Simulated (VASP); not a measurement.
# Biaxial (001) strain of rocksalt TaN with PBEsol: normal strain, in-plane stress, strain energy and the range of linear elasticity

Should the stress in an epitaxial (001) film of rocksalt TaN be derived from its lattice strain with constant elastic moduli, or is a nonlinear term needed? The choice matters because an error in the stress passes directly into estimates of film curvature and stored energy. Nine in-plane strains between −2 % and +2 % are considered, each with the normal stress relaxed to zero. Strains are counted from the crystal relaxed with PBEsol, and tension is positive. The results test linear elasticity within this level of theory; no measured values are shown for comparison.

## Systems and settings

The start is a typed prototype cell. The crystal was relaxed with PBEsol. Equal strain is imposed in the (001) plane; the strain along the normal is adjusted until the normal stress vanishes, and the atoms are relaxed with PBEsol. VASP 6.6.1, plane waves with PAW, cutoff 600 eV, no spin polarisation, no spin-orbit coupling, k mesh 20×20×20, static lattice. The same in all rows: band gap on the k mesh at PBEsol: 0.000 eV.

Notes on method and selection:

- Runs that did not converge, have known faults or may not be shown are not listed, and runs on Ansatz's PAW sets soft_1 and soft_2 are kept to separate tables.

Columns:

- strain (%): strain in the plane (tension positive).
- normal strain (%): strain along the normal.
- stress (GPa): in-plane stress, tension positive.
- strain energy (meV/atom): energy per atom above the relaxed crystal.

## Results

| member | strain (%) | normal strain (%) | stress (GPa) | strain energy (meV/atom) |
| --- | --- | --- | --- | --- |
| −2 % | −2.0 | 0.779 | −20.01 | 25.89 |
| −1.5 % | −1.5 | 0.549 | −14.67 | 14.51 |
| −1 % | −1.0 | 0.355 | −9.50 | 6.51 |
| −0.5 % | −0.5 | 0.175 | −4.60 | 1.77 |
| 0 % | 0.0 | 0.000 | 0.00 | 0.13 |
| +0.5 % | 0.5 | −0.179 | 4.26 | 1.42 |
| +1 % | 1.0 | −0.364 | 8.19 | 5.41 |
| +1.5 % | 1.5 | −0.542 | 11.89 | 11.89 |
| +2 % | 2.0 | −0.705 | 15.41 | 20.78 |

Least-squares fits to the whole series, with x = strain (%); R² and errors in the fitted variable (y, or ln y where the fit is in ln y):

| y | members | fit | R² | rms residual | leave-one-out rms | the same for the mean of the others |
| --- | --- | --- | --- | --- | --- | --- |
| normal strain (%) | 9 | y = 0.007556 − 0.3667 x | 1.00 | 0.017 | 0.026 | 0.53 |
| stress (GPa) | 9 | y = −1.003 + 8.853 x | 0.99 | 0.84 | 1.2 | 13 |

## Mechanism

From −2 % to +2 % the normal strain falls from 0.779 to −0.705 %, while the in-plane stress rises from −20.01 to 15.41 GPa. The stress gained per half percent of strain shrinks at every step, from 5.34 GPa at the compressed end to 3.52 GPa at the stretched end. The crystal therefore stiffens under compression and softens under tension.

A model with three parameters follows from four assumptions.

First, the normal stress of a cubic crystal is linear in the strains. With x the in-plane strain and e the normal strain, zero normal stress requires C₁₁e + 2C₁₂x = 0. Hence e = −r x, with r = 2C₁₂/C₁₁.

Second, the in-plane stress is linear at small strain: σ = (C₁₁ + C₁₂)x + C₁₂e. Inserting e gives σ = M x, with the biaxial modulus M = C₁₁ + C₁₂ − 2C₁₂²/C₁₁.

Third, the leading anharmonic correction is quadratic, so that σ = M x + N x². A negative N is expected because the repulsion between neighbouring ions steepens as bonds shorten, whereas the restoring force weakens as they lengthen.

Fourth, the stress is the derivative of the energy, and the change of volume during straining is neglected in the work. Two in-plane directions contribute 2σ dx per unit volume. Integration gives the energy per atom above the unstrained run, u = K[x² + 2N x³/(3M)], where K is M times the volume per atom. K is thus a conversion factor rather than a further elastic parameter, though it is fitted to the energies below. The table counts the energy from the final energy of the cell relaxation, which lies slightly below that of the separate unstrained run; hence the 0.13 meV/atom at zero strain.

The small normal response has a simple reading. The Ta–N bonds lie along the cube axes, so in-plane strain changes the lengths of bonds perpendicular to the normal and acts only indirectly on those along it. This corresponds to C₁₂ being much smaller than C₁₁.

The straight-line fit to the stress has an intercept of −1.003 GPa. This is not a residual stress, since the unstrained row has 0.00 GPa; it arises from forcing a line through curved data.

## Testing the model

The model is fixed on the members −1 % and +1 %, with x in %:

- r = (0.355 + 0.364) / 2 = 0.3595
- M = (8.19 + 9.50) / 2 = 8.845 GPa per %, or 8.845 × 100 = 884.5 GPa
- N = (8.19 − 9.50) / 2 = −0.655 GPa per %²
- K = (6.51 + 5.41) / 2 − 0.13 = 5.83 meV/atom per %²

With C₁₂/C₁₁ = 0.3595 / 2 = 0.180, C₁₁ = 884.5 / (1 + 0.180 − 2 × 0.180²) = 793 GPa and C₁₂ = 0.180 × 793 = 143 GPa. The bulk modulus is (793 + 2 × 143) / 3 = 360 GPa. C₄₄ does not follow, because no shear of the cube axes is imposed.

Stress in GPa:

- −2 %: −8.845 × 2 − 0.655 × 4 = −20.31; table −20.01
- −0.5 %: −8.845 × 0.5 − 0.655 × 0.5 × 0.5 = −4.59; table −4.60
- +1.5 %: 8.845 × 1.5 − 0.655 × 1.5 × 1.5 = 11.79; table 11.89
- +2 %: 8.845 × 2 − 0.655 × 4 = 15.07; table 15.41

Normal strain in %:

- −2 %: 0.3595 × 2 = 0.719; table 0.779
- +2 %: −0.3595 × 2 = −0.719; table −0.705

The cubic coefficient of the energy is 5.83 × 2 × (−0.655) / (3 × 8.845) = −0.288 meV/atom per %³. Energies in meV/atom, with the 0.13 of the unstrained row subtracted from the table:

- −2 %: 5.83 × 4 + 0.288 × 8 = 25.62; table 25.76
- +2 %: 5.83 × 4 − 0.288 × 8 = 21.02; table 20.65

Over the six strained members not used to fix the model, the rms misses are about 0.19 GPa, 0.026 % normal strain and 0.27 meV/atom. The scatter of these six about their mean is roughly 13 GPa, 0.5 % and 9 meV/atom.

## Residuals

Largest departures from the fit to the whole series:

| member | normal strain (%) | fit | computed − fit | in rms residuals |
| --- | --- | --- | --- | --- |
| −2 % | 0.779 | 0.741 | +0.038 | 2.2 |
| +2 % | −0.705 | −0.726 | +0.021 | 1.2 |
| −1 % | 0.355 | 0.374 | −0.019 | 1.1 |
| −0.5 % | 0.175 | 0.191 | −0.016 | 0.9 |

At ±2 % the model stress is too low algebraically by 0.30 GPa in compression and 0.34 GPa in tension. The shared sign points to the truncation after the quadratic term: N derived from this pair is (15.41 − 20.01) / 8 = −0.575, weaker than the −0.655 used.

The normal strain at −2 % exceeds the model by 0.060 %, so a constant r fails there. A single quadratic term would not repair it, because the mean of the paired normal strains is slightly negative at ±1 % and positive at ±2 %. Higher-order elasticity or a strain-dependent Fermi surface are possible causes.

The energy is more lopsided than the stress implies. Between −0.5 % and +0.5 % it differs by 0.35 meV/atom, against 0.07 in the model. The missing part, 0.35 − 0.07 = 0.28 meV/atom, corresponds to a stress offset of 0.28 × 8.845 / (2 × 5.83) = 0.21 GPa. Here the assumption that stress is the exact derivative of energy fails, probably through Pulay stress from the finite plane-wave basis: at fixed cutoff a larger cell holds more plane waves, which lowers the energy in tension relative to compression.

## Closing remarks

Constant moduli give the stress to about 4 % at ±0.5 % strain and 7–8 % at ±1 %. At ±2 % they overestimate the tensile stress by 15 % and underestimate the compressive stress by 12 %, so the quadratic term belongs in any estimate at that strain.

The main omission is structural. Rocksalt is not the stable phase of TaN, and the series does not address transformation to another structure. The one-formula-unit cell also excludes distortions of longer period, so the moduli describe the ideal rocksalt lattice.
